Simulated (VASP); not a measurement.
These are PBEsol GGA, VASP's PBE PAW potentials (set 64) (plane waves; VASP) values and carry that method's errors.

Input for VASP

### POSCAR
```
SiC
1
    0.0000000000     2.1010836483     2.1010836483
    2.1010836483     0.0000000000     2.1010836483
    2.1010836483     2.1010836483     0.0000000000
Si C
1 1
Direct
  0.0000000000   0.0000000000   0.0000000000
  0.2500000000   0.2500000000   0.2500000000
```

INCAR:
```
SYSTEM  =  SiC
PREC  =  Accurate; ENCUT  =  620; LREAL  =  .FALSE.
LASPH  =  .TRUE.
EDIFF  =  1E-6; NELM  =  100; ALGO  =  Normal
ISMEAR  =  0; SIGMA  =  0.05
GGA  =  PS
IBRION  =  2; NSW  =  40; ISIF  =  3
EDIFFG  =  -0.02; PSTRESS  =  450
LWAVE  =  .FALSE.; LCHARG  =  .FALSE.
```

File KPOINTS:
```
Automatic mesh
0
Gamma
11 11 11
0 0 0
```

POTCAR, in this order: Si C (PBE.64 set). Program: vasp_std.

The run wrote:

File OSZICAR:
```
       N       E                     dE             d eps       ncg     rms          rms(c)
DAV:   1     0.617163614439E+01    0.61716E+01   -0.46949E+03   928   0.985E+02
DAV:   2    -0.174622520235E+02   -0.23634E+02   -0.22092E+02  1248   0.119E+02
DAV:   3    -0.178584387481E+02   -0.39619E+00   -0.39619E+00  1112   0.185E+01
DAV:   4    -0.178593641376E+02   -0.92539E-03   -0.92539E-03  1352   0.948E-01
DAV:   5    -0.178593645160E+02   -0.37843E-06   -0.37843E-06  1120   0.177E-02    0.100E+01
DAV:   6    -0.158544434453E+02    0.20049E+01   -0.74204E+00   984   0.161E+01    0.453E+00
DAV:   7    -0.157462206630E+02    0.10822E+00   -0.50340E-01  1352   0.484E+00    0.197E+00
DAV:   8    -0.157314643614E+02    0.14756E-01   -0.21227E-02   944   0.128E+00    0.150E-01
DAV:   9    -0.157314670571E+02   -0.26957E-05   -0.61191E-04  1448   0.213E-01    0.104E-01
DAV:  10    -0.157314977403E+02   -0.30683E-04   -0.61465E-05  1064   0.667E-02    0.217E-02
DAV:  11    -0.157314978582E+02   -0.11788E-06   -0.60747E-06  1264   0.167E-02
   1 F= -.10521207E+02 E0= -.10521207E+02  d E =-.105212E+02
       N       E                     dE             d eps       ncg     rms          rms(c)
DAV:   1    -0.150696816558E+02    0.66182E+00   -0.45481E+00   960   0.201E+01    0.268E+00
DAV:   2    -0.149910780093E+02    0.78604E-01   -0.16948E-01  1040   0.296E+00    0.138E+00
DAV:   3    -0.149733400279E+02    0.17738E-01   -0.36992E-02  1088   0.135E+00    0.268E-01
DAV:   4    -0.149713118033E+02    0.20282E-02   -0.27671E-03  1056   0.364E-01    0.137E-01
DAV:   5    -0.149712111451E+02    0.10066E-03   -0.11829E-04  1184   0.848E-02    0.990E-02
DAV:   6    -0.149712101829E+02    0.96217E-06   -0.52711E-06  1256   0.204E-02
   2 F= -.10394088E+02 E0= -.10394088E+02  d E =0.127119E+00
       N       E                     dE             d eps       ncg     rms          rms(c)
DAV:   1    -0.156017785563E+02   -0.63057E+00   -0.19474E+00   984   0.124E+01    0.175E+00
DAV:   2    -0.155661072230E+02    0.35671E-01   -0.82916E-02  1008   0.201E+00    0.932E-01
DAV:   3    -0.155584187903E+02    0.76884E-02   -0.15037E-02  1184   0.855E-01    0.211E-01
DAV:   4    -0.155573772513E+02    0.10415E-02   -0.14185E-03  1008   0.249E-01    0.751E-02
DAV:   5    -0.155573288152E+02    0.48436E-04   -0.52443E-05  1208   0.568E-02    0.596E-02
DAV:   6    -0.155573238560E+02    0.49591E-05   -0.21618E-06  1088   0.141E-02    0.877E-03
DAV:   7    -0.155573241809E+02   -0.32490E-06   -0.85587E-07   544   0.598E-03
   3 F= -.10559086E+02 E0= -.10559086E+02  d E =-.378787E-01
       N       E                     dE             d eps       ncg     rms          rms(c)
DAV:   1    -0.155517120188E+02    0.56118E-02   -0.33778E-04   960   0.166E-01    0.220E-02
DAV:   2    -0.155517064222E+02    0.55966E-05   -0.13680E-05  1024   0.258E-02    0.113E-02
DAV:   3    -0.155517054517E+02    0.97048E-06   -0.25266E-06   824   0.112E-02
   4 F= -.10559118E+02 E0= -.10559118E+02  d E =-.379110E-01
```

File OUTCAR:
```
------------------------ aborting loop because EDIFF is reached ----------------------------------------
  FORCE on cell =-STRESS in cart. coord.  units (eV):
  Direction    XX          YY          ZZ          XY          YZ          ZX
  --------------------------------------------------------------------------------------
  Total        4.9876877      4.9876877      4.9876877      0.0000000      0.0000000     -0.0000000
  in kB      449.5583824    449.5583824    449.5583824      0.0000000      0.0000000     -0.0000000
  external PRESSURE =      -0.4416176 kB  Pullay stress =     450.0000000 kB
  volume of cell :       17.78
      direct lattice vectors                 reciprocal lattice vectors
     0.000000000  2.071402899  2.071402899    -0.241382302  0.241382302  0.241382302
     2.071402899  0.000000000  2.071402899     0.241382302 -0.241382302  0.241382302
     2.071402899  2.071402899  0.000000000     0.241382302  0.241382302 -0.241382302
  FREE ENERGIE OF THE ION-ELECTRON SYSTEM (eV)
  ---------------------------------------------------
  free  energy   TOTEN  =       -15.5517054517 eV

  energy  without entropy=      -15.5517054517  energy(sigma->0) =      -15.55170545
  enthalpy is  TOTEN    =       -10.5591181710 eV   P V=        4.9925872807

 reached required accuracy - stopping structural energy minimisation
```
(Selected blocks of OUTCAR.)

### CONTCAR
```
SiC
   1.00000000000000
     0.0000000000000000    2.0714028986220789    2.0714028986220789
     2.0714028986220789    0.0000000000000000    2.0714028986220789
     2.0714028986220789    2.0714028986220789    0.0000000000000000
  Si              C
     1     1
Direct
     1.0000000000000000    1.0000000000000000    1.0000000000000000
     0.2500000000000000    0.2500000000000000    0.2500000000000000
```

Energy and stress use the plane-wave basis of the starting cell.

The structure was generated: SiC was put into the zinc blende type (F-43m), which need not be its known phase. This run relaxes it under an external pressure of 45 GPa. Symmetry was kept, so distortions that lower it aren't found.
